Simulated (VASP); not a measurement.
Set up this calculation in VASP 6.6.1, as the native input.

```yaml
Task: vibrations by finite differences of the free atoms
Functional: PBE
Potentials_or_basis: VASP PAW PBE potentials, release 64 (B, Si)
Cutoff: 450 eV
k_mesh: 2 × 2 × 2
Occupations: gaussian, width 0.01 eV
Spin: no spin polarisation
Monkhorst-Pack_mesh: no
```

The structure of Si53B (a cell with a defect) lies in POSCAR:

```
Si53B                                   
1.0
   -8.2028910000      8.2028910000      0.0000000000
   -8.2028910000      0.0000000000      8.2028910000
    0.0000000000      8.2028910000      8.2028910000
  B               Si            
     1    53
Selective dynamics
Direct
0.7500000000000000  0.7500000000000000  0.7500000000000000  T T T
0.0774533278144302  0.7511404180392962  0.7511404180392962  F F F
0.7511404180392962  0.0774533278144302  0.7511404180392962  F F F
0.7511404180392962  0.7511404180392962  0.0774533278144302  F F F
0.4202658361069772  0.7511404180392962  0.7511404180392962  F F F
0.0830596403367606  0.0830596403367606  0.7508210689897246  F F F
0.0830596403367606  0.7508210689897246  0.0830596403367606  F F F
0.7511404180392962  0.4202658361069772  0.7511404180392962  F F F
0.7508210689897246  0.0830596403367606  0.0830596403367606  F F F
0.7511404180392962  0.7511404180392962  0.4202658361069772  F F F
0.4202658361069772  0.0774533278144302  0.7511404180392962  F F F
0.4202658361069772  0.7511404180392962  0.0774533278144302  F F F
0.0774533278144302  0.4202658361069772  0.7511404180392962  F F F
0.0830596403367606  0.0830596403367606  0.0830596403367606  F F F
0.0774533278144302  0.7511404180392962  0.4202658361069772  F F F
0.7511404180392962  0.4202658361069772  0.0774533278144302  F F F
0.7511404180392962  0.0774533278144302  0.4202658361069772  F F F
0.4165825863833282  0.4165825863833282  0.7502522508500091  F F F
0.4173191888953450  0.0826808111046550  0.0826808111046550  F F F
0.4165825863833282  0.7502522508500091  0.4165825863833282  F F F
0.0826808111046550  0.4173191888953450  0.0826808111046550  F F F
0.0826808111046550  0.0826808111046550  0.4173191888953450  F F F
0.7502522508500091  0.4165825863833282  0.4165825863833282  F F F
0.4173191888953450  0.4173191888953450  0.0826808111046550  F F F
0.4173191888953450  0.0826808111046550  0.4173191888953450  F F F
0.0826808111046550  0.4173191888953450  0.4173191888953450  F F F
0.4165825863833282  0.4165825863833282  0.4165825863833282  F F F
0.8243289219813387  0.8243289219813387  0.5270132240559900  T T T
0.1662616931012092  0.8319439182650423  0.5008971943168743  F F F
0.8319439182650423  0.1662616931012092  0.5008971943168743  F F F
0.8243289219813387  0.8243289219813387  0.8243289219813387  T T T
0.5008971943168743  0.8319439182650423  0.5008971943168743  F F F
0.1666396941171478  0.1666396941171478  0.5000809276485502  F F F
0.1673076717831280  0.8326923282168719  0.8326923282168719  F F F
0.8319439182650423  0.5008971943168743  0.5008971943168743  F F F
0.8326923282168719  0.1673076717831280  0.8326923282168719  F F F
0.8326923282168719  0.8326923282168719  0.1673076717831280  F F F
0.5008971943168743  0.1662616931012092  0.5008971943168743  F F F
0.5270132240559900  0.8243289219813387  0.8243289219813387  T T T
0.1662616931012092  0.5008971943168743  0.5008971943168743  F F F
0.1673076717831280  0.1673076717831280  0.8326923282168719  F F F
0.1673076717831280  0.8326923282168719  0.1673076717831280  F F F
0.8243289219813387  0.5270132240559900  0.8243289219813387  T T T
0.8326923282168719  0.1673076717831280  0.1673076717831280  F F F
0.5000000000000000  0.5000000000000000  0.5000000000000000  F F F
0.5008971943168743  0.1662616931012092  0.8319439182650423  F F F
0.5008971943168743  0.8319439182650423  0.1662616931012092  F F F
0.1662616931012092  0.5008971943168743  0.8319439182650423  F F F
0.1666396941171478  0.1666396941171478  0.1666396941171478  F F F
0.8319439182650423  0.5008971943168743  0.1662616931012092  F F F
0.5008971943168743  0.5008971943168743  0.8319439182650423  F F F
0.5000809276485502  0.1666396941171478  0.1666396941171478  F F F
0.1666396941171478  0.5000809276485502  0.1666396941171478  F F F
0.5008971943168743  0.5008971943168743  0.1662616931012092  F F F
```

These files were run (other wordings do the same):

INCAR

```
PREC = Normal
ENCUT = 450
EDIFF = 1E-7
ISMEAR = 0
SIGMA = 0.01
LREAL = Auto
LASPH = T
NELM = 80
ALGO = Normal
ISIF = 2
LWAVE = F
LCHARG = F
GGA = PE
NBANDS = 140
ICORELEVEL = 1
NELECT = 216.0
IBRION = 5
NFREE = 2
POTIM = 0.015
NSW = 1
ISYM = 0
LUSENCCL = F
```

KPOINTS

```
Automatic mesh
0
Gamma
  2 2 2
```

Potentials or basis: VASP PAW PBE potentials, release 64 (B, Si).

Launch:

```console
$ cat potpaw_PBE.64/B/POTCAR potpaw_PBE.64/Si/POTCAR > POTCAR
$ mpirun -np 1 vasp_std > vasp.out
```

Run time: 14 min on 1 × NVIDIA H100 80GB with 1 thread of AMD EPYC 7R13 Processor (Zen 3) (shared host), peak memory 1.8 GiB.
